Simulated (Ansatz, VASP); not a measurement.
# Cross-check of Te (Tellurium) between VASP and Ansatz

Aim: how closely do two programs agree when they are given the same cell, functional and k mesh? The cell is taken from a series of runs on this material, whose earlier steps may have relaxed, scaled, displaced or heated it; both programs get it as it stands.

Program: Ansatz 0.2.0. Level of theory: plane waves, with VASP 6.6.1 beside it; zone-centre phonons at PBEsol. Results are calculated unless marked as measured.

## Step 1: The starting structure

Symmetry: P3_121, No. 152, trigonal system. The conventional cell has a = 4.403 Å, b = 4.403 Å, c = 5.868 Å, α = 90.00°, β = 90.00°, γ = 120.00°. Nearest to Te lie 2 Te at 2.90 Å.

Coordinates:

```cif
data_structure
_symmetry_space_group_name_H-M 'P 1'
_symmetry_Int_Tables_number 1
_cell_length_a 4.4027
_cell_length_b 4.4027
_cell_length_c 5.8682
_cell_angle_alpha 90.000
_cell_angle_beta 90.000
_cell_angle_gamma 120.000
_cell_volume 98.51
loop_
_atom_site_label
_atom_site_type_symbol
_atom_site_fract_x
_atom_site_fract_y
_atom_site_fract_z
_atom_site_occupancy
Te1 Te 0.27993 0.00000 0.33333 1
Te2 Te 0.00000 0.27993 0.66667 1
Te3 Te 0.72007 0.72007 0.00000 1
```

## Step 2: Ansatz: zone-centre phonons, PBEsol

Ansatz runs on its PAW soft_1 files.

Second derivatives magnify differences that forces hide, and they need a tight electronic threshold.

input.yaml reads:

```yaml
crystal:
  lattice:
    - [4.4026651373, 0.0, 0.0]
    - [-2.2013325687, 3.8128198533, 0.0]
    - [0.0, 0.0, 5.8682028735]
  atoms:
    - { symbol: Te, position: [0.279928943, 0.0, 0.3333333333] }
    - { symbol: Te, position: [0.0, 0.279928943, 0.6666666667] }
    - { symbol: Te, position: [0.720071057, 0.720071057, 0.0] }
kpoints:
  mp_grid: { grid: [12, 12, 8] }
hamiltonian:
  xc: pbesol
  pseudopotentials: { kind: paw, azcp: { folder: soft_1 }, xc_functional: pbe }
scf:
  occupations: { method: methfessel_paxton, width: 0.2 }
output:
  eigenvalues: true
phonons:
  method: dfpt
```

Run with:

```bash
ansatz run input.yaml --threads 4 --pin off --max-ram 10240MiB --backend cpu --events-out ev --progress --plain --runs-dir out
```

Numbers of over 12 decimals in the logs are rounded to 6 here.

The log of the run:

```text
zone centre: on kpoints.mp_grid the ground state, and the responses unless they are solved on pairs of k-points, stand on 320 of the mesh's 1152 k-points, reduced under 2 symmetry operations, with k and −k counted as one. Each operation leaves every solved displacement unchanged or reverses it
Engine: ansatz 0.2.0, x86_64-unknown-linux-gnu
Pseudopotentials: kind: paw
Pseudopotential: Te, paw, valence charge 16, recommended cutoff 420 eV (normal), soft_1/Te.paw.azcp
Functional definition: PBEsol
  exchange = pbesol_x
  correlation = pbesol_c
Crystal: 3 atoms, lattice volume = 98.507 Å³
Basis set: ecut = 420 eV, 1921 PW (Γ), exchange–correlation on 60×60×96 points (8 copies of the dense FFT grid, shifted against one another)
Bands: 29, of which v1, the nominal top of the filled ones, is band 24 counted from 1 (23 counted from 0)
Symmetry: 6 space group operations
k-points: 320 of 1152 (irreducible under 2 space group operations, time reversal used)
Non-local potential: Te, projectors of the file, l = 0: 2, l = 1: 2, l = 2: 2, l = 3: 1
PAW form: soft (Blöchl's): semilocal exchange-correlation on the pseudo side does not see the compensation charge
PAW frozen core: Te, regenerated for the run's functional, and the local potential with it (the file was generated under x = pbe(κ = 0.804, μ = 0.219515), c = pbe(β = 0.066725))
PAW one-centre angular grid: Te, 590 points (default); XC on 64 Gauss nodes
Initial density: superposition of atomic densities (chi_scale 0.1, normalization cell)
Initial wavefunctions: pseudopotential atomic-orbital guess
Functional: x = pbesol(κ = 0.804, μ = 0.123457), c = pbesol(β = 0.046)
SCF iter   1: F=—  HF=-20704.822454 eV  |F-HF|=—  |Δ(HF+E_count)|=         —  Δρ=1.47e-2  dr2=1.55e-1  ethr=3.10e-3  ⟨swp⟩=8.7  Hψ=45789  notcnv=0
preconditioner: auto → Resta (q_TF=auto, 2.420 Å⁻¹)  ε∞=4.4  [insulator: Δε(μ)=0.204 eV  Ē_g=8.656 eV  σ=0.200 eV  W_gap=0.73  n_scr=22 (ndim 8)  ℏωp=15.9 eV  f_vac=0.007  D(μ)=-0.02/eV (n_scr^D=0)  ε∞_Penn≈4.4]
SCF iter   2: F=—  HF=-20704.800745 eV  |F-HF|=—  |Δ(HF+E_count)|=   2.17e-2  S|Δr|=    0.00e0  Δρ=8.48e-3  dr2=5.08e-2  ethr=3.24e-4  ⟨swp⟩=1.0  Hψ=11850  notcnv=0  defer=1
SCF iter   3: F=—  HF=-20704.792588 eV  |F-HF|=—  |Δ(HF+E_count)|=   8.16e-3  S|Δr|=    0.00e0  Δρ=6.72e-4  dr2=3.79e-4  ethr=1.06e-4  ⟨swp⟩=2.1  Hψ=13033  notcnv=0  defer=1
SCF iter   4: F=—  HF=-20704.792730 eV  |F-HF|=—  |Δ(HF+E_count)|=   1.42e-4  S|Δr|=    0.00e0  Δρ=2.21e-4  dr2=4.73e-5  ethr=7.90e-7  ⟨swp⟩=2.0  Hψ=16924  notcnv=0  defer=1
SCF iter   5: F=—  HF=-20704.792750 eV  |F-HF|=—  |Δ(HF+E_count)|=   2.07e-5  S|Δr|=    0.00e0  Δρ=7.75e-5  dr2=8.10e-6  ethr=9.86e-8  ⟨swp⟩=2.0  Hψ=16680  notcnv=0  defer=1
SCF iter   6: F=—  HF=-20704.792755 eV  |F-HF|=—  |Δ(HF+E_count)|=   4.79e-6  S|Δr|=    0.00e0  Δρ=1.74e-5  dr2=3.90e-7  ethr=1.69e-8  ⟨swp⟩=2.0  Hψ=12071  notcnv=0  defer=1
SCF iter   7: F=—  HF=-20704.792753 eV  |F-HF|=—  |Δ(HF+E_count)|=   2.47e-6  S|Δr|=    0.00e0  Δρ=2.61e-6  dr2=6.59e-9  ethr=8.12e-10  ⟨swp⟩=2.0  Hψ=12216  notcnv=0  defer=1
SCF iter   8: F=—  HF=-20704.792753 eV  |F-HF|=—  |Δ(HF+E_count)|=   1.04e-8  S|Δr|=    0.00e0  Δρ=7.17e-7  dr2=3.95e-10  ethr=1.37e-11  ⟨swp⟩=2.0  Hψ=16994  notcnv=0  defer=1
SCF iter   9: F=—  HF=-20704.792753 eV  |F-HF|=—  |Δ(HF+E_count)|=  2.07e-10  S|Δr|=    0.00e0  Δρ=1.88e-7  dr2=2.52e-11  ethr=1.00e-12  ⟨swp⟩=2.0  Hψ=16996  notcnv=0  defer=1
SCF iter  10: F=-20704.792753 eV  HF=-20704.792753 eV  |F-HF|=3.64e-12  |Δ(HF+E_count)|=  3.64e-12  S|Δr|=    0.00e0  Δρ=5.62e-8  dr2=2.00e-12  ethr=1.00e-12  ⟨swp⟩=10.0  Hψ=50941  notcnv=0
SCF 1 converged in 10 iterations: F = -20704.792753 eV  dr2 = 2.00e-12
  greatest PAW one-centre occupation: 0.998 electrons in one spin orbital (limit 2), on the Te atom at site 1 (counted from 0), in its partial waves of l = 2
DFPT response loops at Γ: preconditioner auto → Kerker (q_TF=auto, 2.420 Å⁻¹) (partly filled bands, converged f_vac=0.016); β = 1.00, the filter's whole step (`scf.mixing.beta` (0.50) is not read by the response loops under this deck's `scf.mixing.preconditioner`; to damp them name `kerker` or `kerker_dos`, under which they read `scf.mixing.beta`, and type it under 1.00, their step now; both keys bind the ground state too); Broyden in place of MSR1
SCF converged after 10 iterations
Stability not checked: this state was not tested for a lower state beside it, because cold or Methfessel-Paxton smearing, or corrected tetrahedra, fill the levels in a way that the test cannot read (fill_not_monotonic; see scf.lower_state_search)
Free energy (F): -20704.792753 eV
Harris-Foulkes:  -20704.792753 eV  (|F-HF|=3.64e-12)
Internal energy: -20704.796507 eV  (E = F + TS)
E sigma→0 (E₀):  -20704.793691 eV
Entropy (-TS):   0.003754 eV (1.251 meV/atom)
Fermi energy:    9.360945 eV
Step filling:    the computed levels leave a gap of 0.1455 eV = 0.7 smearing widths at the electron count; against every level under it full and every level over it empty, smearing changes F+E_penalty+E_count by +0.875 meV and its σ→0 estimate by -0.064 meV
--- Per-component energies (eV) ---
  E_band       = -781.861294
  E_kinetic    = 516.269967
  E_local      = -4812.903183  (includes V_loc(G=0)·N_el)
  E_nonlocal   = 200.720434
  E_hartree    = 2398.624060
  E_xc         = -365.655486
  E_vxc        = -306.802937  (∫ρ·V_xc dr)
  E_paw        = -13773.634460  (= ΣΔE_a)
  E_vpaw       = -1176.393916  (= ΣTr[D̂ρ^β])
  E_aug_tail   = 0.000261  (compensation charges beyond the density's cutoff)
  E_ewald      = -4869.342533
  E_core_change = 1.124434  (= ΣΔE_core)
  E_smearing   = 0.003754  (= −TS)
  E_closure    = 0.000000  (closes the sum)
  Σ components = -20704.792753   (vs F -20704.792753, Δ=0.00e0)
--- Band table (eV; the first three rows and the last of 320) ---
  k-point 0: bands = [... 20 lower, 6.4425, 7.3449, 7.3449, 8.0427, 10.1568, 10.1568, 10.6868, 14.0611, ... 1 higher]
  k-point 1: bands = [... 20 lower, 6.5778, 7.4117, 7.4505, 8.0596, 10.0071, 10.0497, 10.5107, 13.6911, ... 1 higher]
  k-point 2: bands = [... 20 lower, 6.5725, 7.5718, 7.7000, 8.1073, 9.6993, 9.7884, 10.1017, 13.3282, ... 1 higher]
  k-point 319: bands = [... 20 lower, 4.5363, 7.7711, 8.1622, 8.8026, 9.8711, 10.8341, 10.8480, 14.0695, ... 1 higher]
--- Phonons (Γ-DFPT): 3 representative perturbations + reference, on 320 of 1152 k-points (Σ response iterations 9) ---
  k mesh reduced under 2 symmetry operations, with k and −k counted as one. Each operation leaves every solved displacement unchanged or reverses it
  ASR residual: 4.112e-5 → 0.000e0 eV/Å²; symmetrization residual: 4.043e-6 eV/Å²
  ASR residual per site (eV/Å²): 4.11e-5 3.89e-5 3.89e-5
  Γ frequencies (cm⁻¹): 0.00 0.00 0.00 80.60 80.60 89.50 101.91 126.54 126.54
  non-analytic LO–TO correction: not included (Born effective charges unavailable; polar crystals: no LO–TO splitting at Γ)
```

[end of part 1 of 2]

[Lines on the potential files, build, host, timing and source positions are cut from VASP's logs without a mark.]

[Logs are printed without paths, hosts, clocks, repeated set-up lines and the standing remarks that a program may print on its own settings, such as how far it seeks lower states.]

[Hosts, paths, dates, database ids (printed as entryN), source tags and the programs' standing remarks are cut or masked in the printed files.]
